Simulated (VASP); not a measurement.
A convergence study with VASP on Na (bcc): a few settings are varied, all else stays as given below, so the limit is that of these other settings. The cell's lengths are 1 % over those of the tabulated start, so it is off equilibrium.

```
Na
1.0
   -2.15130     2.15130     2.15130
    2.15130    -2.15130     2.15130
    2.15130     2.15130    -2.15130
Na
1
Cartesian
  0.00000   0.00000   0.00000
```

Computed with PBE GGA, VASP's PBE PAW potentials (set 64) (plane waves; VASP). The last row used: ADDGRID = .TRUE., 500 eV cut-off, 13×13×13 Γ-centred mesh, first-order Methfessel-Paxton smearing of 0.10 eV, potentials Na_pv.

```tsv
setting	E (eV/atom)	pressure (GPa)	plane waves
ADDGRID = unset, ENCUT = 200, PREC = Low	-1.0277	-20.61	263
ADDGRID = unset, ENCUT = 200, PREC = Normal	-1.0122	-21.03	263
ADDGRID = .TRUE., ENCUT = 200, PREC = Normal	-1.0118	-21.09	263
ADDGRID = .TRUE., ENCUT = 200, PREC = Accurate	-1.0114	-21.12	263
ADDGRID = unset, ENCUT = 300, PREC = Low	-1.3252	-0.05	479
ADDGRID = unset, ENCUT = 300, PREC = Normal	-1.3057	-0.55	479
ADDGRID = .TRUE., ENCUT = 300, PREC = Normal	-1.3059	-0.55	479
ADDGRID = .TRUE., ENCUT = 300, PREC = Accurate	-1.3058	-0.56	479
ADDGRID = unset, ENCUT = 400, PREC = Low	-1.3226	-0.20	733
ADDGRID = unset, ENCUT = 400, PREC = Normal	-1.3050	-0.69	733
ADDGRID = .TRUE., ENCUT = 400, PREC = Normal	-1.3049	-0.67	733
ADDGRID = .TRUE., ENCUT = 400, PREC = Accurate	?	-0.67	733
ADDGRID = unset, ENCUT = 500, PREC = Low	?	-0.53	1024
ADDGRID = unset, ENCUT = 500, PREC = Normal	-1.3052	-0.54	1024
ADDGRID = .TRUE., ENCUT = 500, PREC = Normal	-1.3050	-0.53	1024
ADDGRID = .TRUE., ENCUT = 500, PREC = Accurate	-1.3049	-0.53	1024
```

Q: Fill in the missing entries.

A: 
- ADDGRID = .TRUE., ENCUT = 400, PREC = Accurate, E (eV/atom): -1.3048
- ADDGRID = unset, ENCUT = 500, PREC = Low, E (eV/atom): -1.3106

Left out are rungs that failed or repeat a setting and relaxations that didn't move; long series are thinned to 24 rows.

The compound is Na in the bcc structure. The cell was not relaxed at this level.
